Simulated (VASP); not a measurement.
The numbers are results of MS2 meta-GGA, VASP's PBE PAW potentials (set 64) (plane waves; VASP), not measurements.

VASP ran on this input.

**INCAR**
```
# general
SYSTEM  = Zn
PREC    = Accurate
ENCUT   = 520   # plane-wave cut-off (eV)
LREAL   = .False.
LASPH   = .True.

# electronic loop
EDIFF   = 1E-7   # SCF stop (eV)
NELM    = 100   # most electronic steps
ALGO    = Normal
LMAXMIX = 4
LMIXTAU = .True.

# smearing
ISMEAR  = -5   # tetrahedra, Bloechl

# functional
METAGGA = MS2

# ions
ISIF    = 2

# output
LWAVE   = .False.
LCHARG  = .False.
LORBIT  = 11
NEDOS   = 601
```

**KPOINTS_OPT**
```
k-points along high-symmetry lines
6
Line-mode
Reciprocal
  0.000000   0.000000   0.000000 ! GAMMA
 -0.000000   0.500000   0.000000 ! M

 -0.000000   0.500000   0.000000 ! M
 -0.333333   0.666667   0.000000 ! K

 -0.333333   0.666667   0.000000 ! K
  0.000000   0.000000   0.000000 ! GAMMA

  0.000000   0.000000   0.000000 ! GAMMA
  0.000000   0.000000   0.500000 ! A

  0.000000   0.000000   0.500000 ! A
 -0.000000   0.500000   0.500000 ! L

 -0.000000   0.500000   0.500000 ! L
 -0.333333   0.666667   0.500000 ! H

 -0.333333   0.666667   0.500000 ! H
  0.000000   0.000000   0.500000 ! A

 -0.000000   0.500000   0.500000 ! L
 -0.000000   0.500000   0.000000 ! M

 -0.333333   0.666667   0.500000 ! H
 -0.333333   0.666667   0.000000 ! K
```

KPOINTS:
```
Automatic mesh
0
Gamma
18 18 9
0 0 0
```

POSCAR:
```
Zn
1
    1.3171119278    -2.2813051906    -0.0000000000
    1.3171119278     2.2813051906     0.0000000000
   -0.0000000000     0.0000000000     4.6125268654
Zn
2
Direct
  0.3333330000   0.6666670000   0.2500000000
  0.6666670000   0.3333330000   0.7500000000
```

POTCAR, in this order: Zn (PBE.64 set). Program: vasp_std.

What does the run give for the energy per atom (σ→0), band gap (over mesh and band path)?

- energy per atom (σ→0): -2.734 eV/atom
- band gap (over mesh and band path): none (metal, semimetal or under 0.01 eV)

**OSZICAR**
```
...
DAV:  16    -0.546772769032E+01   -0.85942E-06   -0.16390E-07  5320   0.642E-03    0.163E-03
DAV:  17    -0.546772734418E+01    0.34613E-06   -0.10042E-07  4464   0.277E-03    0.434E-04
DAV:  18    -0.546772496339E+01    0.23808E-05   -0.56811E-08  4136   0.271E-03    0.130E-04
DAV:  19    -0.546772534663E+01   -0.38324E-06   -0.36262E-09  3272   0.865E-04    0.829E-05
DAV:  20    -0.546772523078E+01    0.11585E-06   -0.76165E-10  3272   0.357E-04    0.267E-05
DAV:  21    -0.546772523422E+01   -0.34461E-08   -0.11307E-10  3240   0.189E-04
   1 F= -.54677252E+01 E0= -.54677252E+01  d E =0.000000E+00
       N       E                     dE             ncg
```

The compound is Zn in the hcp structure. It was relaxed first, which changed the volume by -9 %.
